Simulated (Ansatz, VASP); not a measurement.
# Sn3GeCl in VASP and in Ansatz

The input INCAR:

```
SYSTEM = Sn3GeCl
PREC = Accurate
ENCUT = 600
EDIFF = 1E-6
ISMEAR = 0
SIGMA = 0.1
LREAL = .FALSE.
LASPH = .TRUE.
NELM = 100
ALGO = Normal
ISIF = 3
LWAVE = .FALSE.
LCHARG = .FALSE.
GGA = PE
IBRION = 2
NSW = 100
EDIFFG = -0.01
```

KPOINTS

```
Automatic mesh
0
G
  8 8 8
  0 0 0
```

Contents of POSCAR:

```
Sn3GeCl
1.0
    5.4024020724      0.0000000000      0.0000000000
    0.0000000000      5.4024020724      0.0000000000
    0.0000000000      0.0000000000      5.4024020724
Sn Ge Cl
3 1 1
Direct
    0.0000000000      0.5000000000      0.5000000000
    0.5000000000      0.0000000000      0.5000000000
    0.5000000000      0.5000000000      0.0000000000
    0.0000000000      0.0000000000      0.0000000000
    0.5000000000      0.5000000000      0.5000000000
```

Input for Ansatz:

```yaml
crystal:
  lattice:
    - [5.4024020724, 0.0, 0.0]
    - [0.0, 5.4024020724, 0.0]
    - [0.0, 0.0, 5.4024020724]
  atoms:
    - { symbol: Sn, position: [0.0, 0.5, 0.5] }
    - { symbol: Sn, position: [0.5, 0.0, 0.5] }
    - { symbol: Sn, position: [0.5, 0.5, 0.0] }
    - { symbol: Ge, position: [0.0, 0.0, 0.0] }
    - { symbol: Cl, position: [0.5, 0.5, 0.5] }
basis:
  ecutwfc: 420
kpoints:
  mp_grid: { grid: [8, 8, 8] }
hamiltonian:
  xc: pbe
scf:
  occupations: { method: gaussian, width: 0.1 }
output:
  forces: true
  stress: true
  eigenvalues: true
  write_density: true
  write_potential: true
  elf: true
  volumetric_format: npy
relax:
  adjacent_minimum: "off"
  f_tol: 0.01
  max_steps: 80
  cell: { stress_tol: 0.05 }
```

Change from the starting cell: species swapped into the KCoF3 type (Pm-3m, No. 221).

Alike in both runs: task relaxation of cell and atoms; functional PBE; k mesh 8 × 8 × 8; occupations gaussian, width 0.1 eV; no spin polarisation.

|  | VASP | Ansatz |
| --- | --- | --- |
| version | VASP 6.6.1 | Ansatz 0.2.0 |
| potentials or method | VASP PAW PBE potentials, release 64 (Sn_d, Ge_d, Cl) | scalar-relativistic, plane waves, PAW |
| plane-wave cutoff (eV) | 600 | 420 |
| valence electrons in the cell | 63 | 63 |

Ansatz gave:

| Quantity | Value |
| --- | --- |
| gap on the k mesh at the Fermi level, each at its own relaxed structure (eV) | none |
| relaxed volume (Å³/atom) | 31.47 |
| relaxed cell length with the largest relative difference (Å) | 5.399 |

Task: What did VASP give for the same quantities?

Result: gap on the k mesh at the Fermi level, each at its own relaxed structure (eV): none; relaxed volume (Å³/atom): 31.48; relaxed cell length with the largest relative difference (Å): 5.399.

A gap of «none» marks a metal or a gap that the smearing closes.

Caveats: an odd number of electrons without spin polarisation forces a metal; a magnetic or distorted state may lie lower.
